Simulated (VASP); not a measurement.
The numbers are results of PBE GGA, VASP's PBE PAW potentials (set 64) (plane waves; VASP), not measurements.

Input for VASP

### KPOINTS
```
Automatic
0
Gamma
16 16 12
```

INCAR:
```
! general
SYSTEM   =  ZrB2
PREC     =  Accurate
ENCUT    =  400
LREAL    =  .FALSE.
LASPH    =  .TRUE.   ! aspherical one-centre terms

! electronic loop
EDIFF    =  1E-6
NELM     =  100   ! most electronic steps
ALGO     =  Normal
LMAXMIX  =  4   ! l cut-off of mixed one-centre charges

! smearing
ISMEAR   =  -1
SIGMA    =  0.1   ! width (eV)

! functional
GGA      =  PE   ! PBE

! ions
ISIF     =  2

! output
LWAVE    =  .FALSE.
LCHARG   =  .FALSE.
```

### POSCAR
```
ZrB2
3.1865250
  1.0000000000   0.0000000000   0.0000000000
 -0.5000001569   0.8660255294   0.0000000000
  0.0000000000   0.0000000000   1.1215050878
Zr B
1 2
Cartesian
  0.0000000000   0.0000000000   0.0000000000
 -0.0000006046   0.5773506416   0.5607525439
  0.5000004477   0.2886748878   0.5607525439
```

POTCAR, in this order: Zr_sv B (PBE.64 set). Program: vasp_std.

The resulting files:

### OUTCAR
```
 ion  position               nearest neighbor table
   1  0.000  0.000  0.000-   2 2.56   3 2.56   2 2.56   3 2.56   3 2.56   3 2.56   2 2.56   2 2.56
                             3 2.56   3 2.56   2 2.56   2 2.56
   2  0.333  0.667  0.500-   3 1.84   3 1.84   3 1.84   1 2.56   1 2.56   1 2.56   1 2.56   1 2.56
                             1 2.56
   3  0.667  0.333  0.500-   2 1.84   2 1.84   2 1.84   1 2.56   1 2.56   1 2.56   1 2.56   1 2.56
                             1 2.56
  LATTYP: Found a hexagonal cell.
 ALAT       =     3.1865250000
 C/A-ratio  =     1.1215050878
 Subroutine PRICEL returns:
 Original cell was already a primitive cell.
 Subroutine GETGRP returns: Found 24 space group operations
The static configuration has the point symmetry D_6h.
The dynamic configuration has the point symmetry D_6h.
 Subroutine INISYM returns: Found 24 space group operations
 Subroutine IBZKPT returns following result:
 Found    210 irreducible k-points:

 Following reciprocal coordinates:
            Coordinates               Weight
  0.000000  0.000000  0.000000      1.000000
  0.062500  0.000000  0.000000      6.000000
  0.125000  0.000000  0.000000      6.000000
  0.187500  0.000000  0.000000      6.000000
  0.250000  0.000000  0.000000      6.000000
  0.312500 -0.000000  0.000000      6.000000
  0.375000  0.000000  0.000000      6.000000
  0.437500  0.000000  0.000000      6.000000
  0.500000  0.000000  0.000000      3.000000
  0.062500  0.062500  0.000000      6.000000
  0.125000  0.062500  0.000000     12.000000
  0.187500  0.062500  0.000000     12.000000
  0.250000  0.062500  0.000000     12.000000
  0.312500  0.062500  0.000000     12.000000
  0.375000  0.062500  0.000000     12.000000
  0.437500  0.062500  0.000000     12.000000
  0.125000  0.125000  0.000000      6.000000
  0.187500  0.125000  0.000000     12.000000
  0.250000  0.125000  0.000000     12.000000
  0.312500  0.125000  0.000000     12.000000
  0.375000  0.125000  0.000000     12.000000
  0.437500  0.125000  0.000000      6.000000
  0.187500  0.187500  0.000000      6.000000
  0.250000  0.187500  0.000000     12.000000
  0.312500  0.187500  0.000000     12.000000
  0.375000  0.187500  0.000000     12.000000
  0.250000  0.250000  0.000000      6.000000
  0.312500  0.250000  0.000000     12.000000
  0.375000  0.250000  0.000000      6.000000
  0.312500  0.312500  0.000000      6.000000
  0.000000  0.000000  0.083333      2.000000
  0.062500  0.000000  0.083333     12.000000
  0.125000  0.000000  0.083333     12.000000
  0.187500  0.000000  0.083333     12.000000
  0.250000  0.000000  0.083333     12.000000
  0.312500 -0.000000  0.083333     12.000000
  0.375000  0.000000  0.083333     12.000000
  0.437500  0.000000  0.083333     12.000000
  0.500000  0.000000  0.083333      6.000000
  0.062500  0.062500  0.083333     12.000000
   k-points           NKPTS =    210   k-points in BZ     NKDIM =    210   number of bands    NBANDS=     13
   number of dos      NEDOS =    301   number of ions     NIONS =      3
   total plane-waves  NPLWV =  13824
   dimension x,y,z NGX =    24 NGY =   24 NGZ =   24
   dimension x,y,z NGXF=    48 NGYF=   48 NGZF=   48
   ions per type =               1   2
   PREC   = accura    normal or accurate (medium, high low for compatibility)
   ISTART =      0    job   : 0-new  1-cont  2-samecut
   ICHARG =      2    charge: 1-file 2-atom 10-const
   ISPIN  =      1    spin polarized calculation?
   LNONCOLLINEAR =      F non collinear calculations
   LSORBIT =      F    spin-orbit coupling
   INIWAV =      1    electr: 0-lowe 1-rand  2-diag
   ENCUT  =  400.0 eV  29.40 Ry    5.42 a.u.   5.20  5.20  5.83*2*pi/ulx,y,z
...
```

File OSZICAR:
```
       N       E                     dE             d eps       ncg     rms          rms(c)
DAV:   1     0.882556765043E+02    0.88256E+02   -0.85077E+03  5492   0.113E+03
DAV:   2    -0.233692151155E+02   -0.11162E+03   -0.10795E+03  6415   0.297E+02
DAV:   3    -0.275595886091E+02   -0.41904E+01   -0.41582E+01  8784   0.507E+01
DAV:   4    -0.276472648158E+02   -0.87676E-01   -0.87647E-01  6812   0.698E+00
DAV:   5    -0.276502313333E+02   -0.29665E-02   -0.29664E-02  8624   0.918E-01    0.205E+01
DAV:   6    -0.250028454642E+02    0.26474E+01   -0.79505E+00  6666   0.196E+01    0.825E+00
DAV:   7    -0.249767569607E+02    0.26089E-01   -0.86826E-01  8326   0.599E+00    0.300E+00
DAV:   8    -0.249775117260E+02   -0.75477E-03   -0.92380E-02  6519   0.277E+00    0.752E-01
DAV:   9    -0.249747457571E+02    0.27660E-02   -0.17115E-02  6960   0.104E+00    0.149E-01
DAV:  10    -0.249746935666E+02    0.52190E-04   -0.97263E-04  6967   0.288E-01    0.426E-02
DAV:  11    -0.249747068562E+02   -0.13290E-04   -0.33590E-05  7518   0.677E-02    0.132E-02
DAV:  12    -0.249747063419E+02    0.51437E-06   -0.18238E-06  5206   0.137E-02
   1 F= -.24974706E+02 E0= -.24970301E+02  d E =-.881015E-02
```

### OUTCAR
```
------------------------ aborting loop because EDIFF is reached ----------------------------------------
  FORCE on cell =-STRESS in cart. coord.  units (eV):
  Direction    XX          YY          ZZ          XY          YZ          ZX
  --------------------------------------------------------------------------------------
  Total       -0.7525241     -0.7525244     -0.9247827      0.0000001     -0.0000000     -0.0000000
  in kB      -38.3660496    -38.3660607    -47.1483341      0.0000070     -0.0000000     -0.0000000
  external PRESSURE =     -41.2934815 kB  Pullay stress =       0.0000000 kB
  volume of cell :       31.43
      direct lattice vectors                 reciprocal lattice vectors
     3.186525000  0.000000000  0.000000000     0.313821483  0.181184948  0.000000000
    -1.593263000  2.759612000  0.000000000     0.000000000  0.362369782  0.000000000
     0.000000000  0.000000000  3.573704000     0.000000000  0.000000000  0.279821720
 POSITION                                       TOTAL-FORCE (eV/Angst)
 -----------------------------------------------------------------------------------
      0.00000      0.00000      0.00000        -0.000000      0.000000     -0.000000
     -0.00000      1.83974      1.78685         0.000000     -0.000000     -0.000000
      1.59326      0.91987      1.78685        -0.000000      0.000000      0.000000
 -----------------------------------------------------------------------------------
    total drift:                                0.000000      0.000000      0.000000
  FREE ENERGIE OF THE ION-ELECTRON SYSTEM (eV)
  ---------------------------------------------------
  free  energy   TOTEN  =       -24.9747063419 eV

  energy  without entropy=      -24.9658961936  energy(sigma->0) =      -24.97030127
```
(Selected blocks of OUTCAR.)

File OUTCAR:
```
 val. band max:       10.2786001807   @ k =   0.0625   0.0625   0.5000

 cond. band min:      10.2889972916   @ k =   0.1875   0.1875   0.0833


 Fermi energy:        10.2889810341

 k-point     1 :       0.0000    0.0000    0.0000
  band No.  band energies     occupation
      1     -38.4268      2.00000
      2     -16.6056      2.00000
      3     -16.0706      2.00000
      4     -16.0706      2.00000
      5      -2.3488      2.00000
      6       7.7318      2.00000
      7       7.7394      2.00000
      8       7.7395      2.00000
      9       7.8788      2.00000
     10      13.5904      0.00000
     11      13.5904      0.00000
     12      14.3028      0.00000
     13      14.3028      0.00000

 k-point     2 :       0.0625    0.0000    0.0000
  band No.  band energies     occupation
      1     -38.4228      2.00000
      2     -16.5995      2.00000
      3     -16.1067      2.00000
      4     -16.0785      2.00000
      5      -2.2719      2.00000
      6       7.5010      2.00000
      7       7.7396      2.00000
      8       7.7959      2.00000
      9       7.8087      2.00000
     10      13.5419      0.00000
     11      13.7151      0.00000
     12      13.8108      0.00000
     13      13.9843      0.00000

 k-point     3 :       0.1250    0.0000    0.0000
  band No.  band energies     occupation
      1     -38.4112      2.00000
      2     -16.5821      2.00000
      3     -16.2081      2.00000
      4     -16.1006      2.00000
      5      -2.0460      2.00000
      6       6.8871      2.00000
      7       7.5798      2.00000
      8       7.7290      2.00000
      9       8.0099      2.00000
     10      13.0527      0.00000
     11      13.4082      0.00000
     12      13.6274      0.00000
     13      13.9948      0.00000

 k-point     4 :       0.1875    0.0000    0.0000
  band No.  band energies     occupation
      1     -38.3937      2.00000
      2     -16.5559      2.00000
      3     -16.3569      2.00000
...
```

At this cut-off the stress carries a Pulay error, which pulls relaxed volumes low.

The structure comes from a computed database's ZrB2 entry; how it stands against other phases isn't given here. The cell was not relaxed at this level.
